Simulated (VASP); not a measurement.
Data:

```xyz
4
Lattice="4.0718 0.0000 0.0000 0.0000 4.0539 0.0000 0.0000 0.0000 5.1552" Properties=species:S:1:pos:R:3 pbc="T T T"
Pb     2.0359     0.0000     3.9437
Pb     0.0000     2.0270     1.2115
O      2.0359     2.0270     0.0000
O      0.0284     0.0000     0.0000
```

Method: PBE GGA, VASP's PBE PAW potentials (set 64) (plane waves; VASP). Settings: 800 eV cut-off, 5×5×4 Γ-centred mesh, Gaussian smearing of 0.050 eV, potentials Pb_d O_h.

Task: What does the run give for the energy per atom (σ→0), pressure, largest force?

Result: 
The energy per atom (σ→0) is -518.4 kJ/mol of atoms. The pressure is -1.97 GPa and the largest force is 0.427 eV/Å.

The compound is PbO in the litharge structure. The cell was not relaxed at this level. The run is one of a series of settings (ENCUT = 800, POTCAR Pb_d O_h (PBE.64 set) against the base run), some of them coarse on purpose.
